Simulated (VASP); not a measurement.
Set up this calculation in VASP 6.6.1, as the native input.

```
Task                   : relaxation of the atoms
Functional             : PBE
Dispersion             : D3(BJ)
Potentials or basis    : VASP PAW PBE potentials, release 64 (Mo_sv)
Cutoff                 : 600 eV
k mesh                 : 16 × 16 × 16
Occupations            : methfessel-paxton, width 0.1 eV
Spin                   : no spin polarisation
Further INCAR settings : ALGO = Fast; EDIFF = 1e-07; IBRION = 2; EDIFFG = -0.01; NSW = 40
```

The structure of Mo lies in POSCAR:

```
Mo                                      
1.0
   -1.5863590171      1.5863590171      1.5863590171
    1.5863590171     -1.5863590171      1.5863590171
    1.5863590171      1.5863590171     -1.5863590171
  Mo            
     1
Direct
     0.0000000000000000    0.0000000000000000    0.0000000000000000
```

The cell isn't the ideal one: a relaxed cell with its volume scaled by 1.04.

These files were run (other wordings do the same):

INCAR

```
  PREC = Accurate
  ENCUT = 600
  EDIFF = 1E-7
  ISMEAR = 1
  SIGMA = 0.1
  LREAL = F
  LASPH = T
  NELM = 80
  ALGO = Fast
  ISIF = 2
  LWAVE = F
  LCHARG = F
  GGA = PE
  IVDW = 12
  IBRION = 2
  NSW = 40
  EDIFFG = -0.01
```

KPOINTS

```
regular mesh
0
Gamma
  16 16 16
```

Potentials or basis: VASP PAW PBE potentials, release 64 (Mo_sv).

The run is started by

```sh
$ cat potpaw_PBE.64/Mo_sv/POTCAR > POTCAR
$ mpirun -np 1 vasp_std > vasp.out
```

It gave:

The pressure after relaxing is -10.0 GPa. The band gap on the k mesh is none (metal or under the smearing width). The dispersion energy per atom is -0.698 eV.

Caveat: the relaxation stopped at its first step, so nothing moved; pairwise dispersion overbinds metals, which lowers pressure and volume.

It took 20 s on 1 thread of Intel(R) Xeon(R) Platinum 8488C (Sapphire Rapids), with other jobs on the host, peak memory 0.17 GiB.
